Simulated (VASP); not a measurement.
Cost and result of VASP (PAW) for the lattice constant a of Hf (hcp). Static lattice. The cost counts the five points of the equation of state, each on the mesh and cut-off of its row, so the ratios hold those differences too. With PBE it took about 8 core-minutes. Times come from single runs on busy shared machines, so they are rough: good to a factor of about 2.

```tsv
level	k-mesh	cut-off (eV)	lattice constant a (Å)	cost over PBE
PBE	13×13×7	520	3.204	reference
PBE-D3 (zero damping)	13×13×7	520	3.166	within a factor of 2
PBEsol	13×13×7	520	___	within a factor of 2
LDA	13×13×8	520	3.119	within a factor of 2
vdW-DF-cx	13×13×7	520	3.163	within a factor of 2
r2SCAN	13×13×7	520	___	___
```

Q: Some entries are withheld; supply them.

A: 
- PBEsol, lattice constant a (Å): 3.158
- r2SCAN, lattice constant a (Å): 3.196
- r2SCAN, cost over PBE: about 7 times

Left out are levels that failed, ran on another kind of processor or have no fit band path; at most nine are shown.

The compound is Hf in the hcp structure.
